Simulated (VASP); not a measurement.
Crystal: NiO.

```
CELL_PARAMETERS angstrom
0.00000 2.08590 2.08590
2.08590 0.00000 2.08590
2.08590 2.08590 0.00000
ATOMIC_POSITIONS crystal
Ni 0.00000 0.00000 0.00000
O 0.50000 0.50000 0.50000
```

| Item | Value |
| --- | --- |
| Program | VASP 6.6.1 |
| Task | relaxation of cell and atoms |
| Functional | PBE |
| Potentials or basis | VASP PAW PBE potentials, release 64 (Ni, O) |
| Cutoff | 600 eV |
| k mesh | 12 × 12 × 12 |
| Occupations | gaussian, width 0.03 eV |
| Spin | collinear spin, ferromagnetic start |
| Starting moments | [2.0, 0.0] μB |

At the start: pressure 4.5 GPa; volume 9.08 Å³/atom.

Question: Where does the relaxation end?

Answer: Over 3 steps the energy falls by 3.6 meV/atom and the volume is 9.34 Å³/atom (+2.9 %); space group Fm-3m (No. 225, to 0.05 Å); moment 1.78 μB per cell.

Step by step:
| step | energy change (eV) | largest force (eV/Å) | pressure (GPa) | volume (Å³) |
| --- | --- | --- | --- | --- |
| 1 | 0.0000 | 0.0000 | 4.53 | 18.15 |
| 2 | -0.0068 | 0.0000 | -1.16 | 18.83 |
| 3 | -0.0073 | 0.0000 | -0.12 | 18.68 |

Final structure:
```
Ni O
1.0
     0.00000    2.10609    2.10609
     2.10609    0.00000    2.10609
     2.10609    2.10609    0.00000
Ni O
1 1
Direct
  0.00000 0.00000 0.00000
  0.50000 0.50000 0.50000
```

Caveat: a cell with one magnetic atom can't hold antiferromagnetic order, which such compounds often take.
